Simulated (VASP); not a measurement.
SiC (wurtzite) relaxed at rising pressure, in one space group throughout; other phases were not tried. The pressures are those reached. Method: PBE GGA, VASP's PBE PAW potentials (set 64) (plane waves; VASP).

```tsv
P (GPa)	V (Å³/atom)	k-mesh
0.00	10.492	8×8×5
5.00	10.260	8×8×5
10.00	10.051	8×8×5
19.87	9.689	8×8×5
30.06	9.371	9×9×5
```

A change of mesh leaves a small step in the series.

**Question.** Fit an equation of state and predict the volume at 44.99 GPa.

**Answer.** Least squares on the third-order Birch-Murnaghan form, P = (3B0/2)(y⁷ − y⁵)[1 + (3/4)(B′ − 4)(y² − 1)] with y = (V0/V)^(1/3), gives V0 = 10.492 Å³/atom, B0 = 214 GPa and B′ = 3.8, and so 8.978 Å³/atom. The run gave 8.978 Å³/atom, +0.0 % from the fit.

Pressures at which the relaxation failed are left out.

The compound is SiC in the wurtzite structure, the rare 2H polytype.
